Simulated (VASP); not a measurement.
Level of theory: PBE GGA, VASP's PBE PAW potentials (set 64) (plane waves; VASP).

A VASP calculation is set up with these files.

### KPOINTS
```
Automatic
0
Gamma
11 11 11
```

### INCAR
```
ALGO  =  Fast
EDIFF  =  1E-5
EDIFFG  =  -0.03
ENCUT  =  450
GGA  =  PE
IBRION  =  2
ISIF  =  2
ISMEAR  =  0
LASPH  =  .TRUE.
LCHARG  =  .FALSE.
LREAL  =  .FALSE.
LWAVE  =  .FALSE.
NELM  =  100
NELMIN  =  4
NSW  =  20
PREC  =  Normal
SIGMA  =  0.05
SYSTEM  =  NaF
```

**POSCAR**
```
NaF
1
   -0.0000000000     2.3473095281     2.3473095281
    2.3473095281    -0.0000000000     2.3473095281
    2.3473095281     2.3473095281    -0.0000000000
Na F
1 1
Direct
  0.0000000000   0.0000000000   0.0000000000
  0.5000000000   0.5000000000   0.5000000000
```

POTCAR, in this order: Na_pv F (PBE.64 set). Program: vasp_std.

What VASP printed:

### OSZICAR
```
       N       E                     dE             d eps       ncg     rms          rms(c)
DAV:   1     0.105060622626E+03    0.10506E+03   -0.77050E+03  1269   0.136E+03
DAV:   2    -0.364921580847E+01   -0.10871E+03   -0.10120E+03  1359   0.347E+02
DAV:   3    -0.941214409785E+01   -0.57629E+01   -0.57488E+01  1397   0.823E+01
DAV:   4    -0.946900840845E+01   -0.56864E-01   -0.56858E-01  1373   0.892E+00
DAV:   5    -0.946965712837E+01   -0.64872E-03   -0.64871E-03  1385   0.978E-01    0.535E+00
RMM:   6    -0.857838038682E+01    0.89128E+00   -0.23232E+00  1244   0.118E+01    0.161E+00
RMM:   7    -0.857421719278E+01    0.41632E-02   -0.10640E-01  1319   0.327E+00    0.117E+00
RMM:   8    -0.857661003786E+01   -0.23928E-02   -0.38099E-02  1289   0.241E+00    0.337E-01
RMM:   9    -0.857480303512E+01    0.18070E-02   -0.55867E-03  1340   0.843E-01    0.180E-01
RMM:  10    -0.857469614707E+01    0.10689E-03   -0.16790E-03  1346   0.385E-01    0.108E-01
RMM:  11    -0.857498144318E+01   -0.28530E-03   -0.99936E-04  1274   0.362E-01    0.614E-02
RMM:  12    -0.857492105194E+01    0.60391E-04   -0.87750E-04  1331   0.264E-01    0.247E-02
RMM:  13    -0.857491769963E+01    0.33523E-05   -0.95536E-05  1158   0.120E-01
   1 F= -.85749177E+01 E0= -.85749177E+01  d E =-.857492E+01
```

**OUTCAR**
```
------------------------ aborting loop because EDIFF is reached ----------------------------------------
  FORCE on cell =-STRESS in cart. coord.  units (eV):
  Direction    XX          YY          ZZ          XY          YZ          ZX
  --------------------------------------------------------------------------------------
  Total       -0.3508951     -0.3508951     -0.3508951      0.0000000     -0.0000000     -0.0000000
  in kB      -21.7343573    -21.7343573    -21.7343573      0.0000000     -0.0000000     -0.0000000
  external PRESSURE =     -21.7343573 kB  Pullay stress =       0.0000000 kB
  volume of cell :       25.87
      direct lattice vectors                 reciprocal lattice vectors
     0.000000000  2.347309528  2.347309528    -0.213009828  0.213009828  0.213009828
     2.347309528  0.000000000  2.347309528     0.213009828 -0.213009828  0.213009828
     2.347309528  2.347309528  0.000000000     0.213009828  0.213009828 -0.213009828
  FREE ENERGIE OF THE ION-ELECTRON SYSTEM (eV)
  ---------------------------------------------------
  free  energy   TOTEN  =        -8.5749176996 eV

  energy  without entropy=       -8.5749176996  energy(sigma->0) =       -8.57491770

 reached required accuracy - stopping structural energy minimisation
```
(Selected blocks of OUTCAR.)

At this cut-off the stress carries a Pulay error, which pulls relaxed volumes low.

The compound is NaF in the rock salt structure. It was relaxed first.
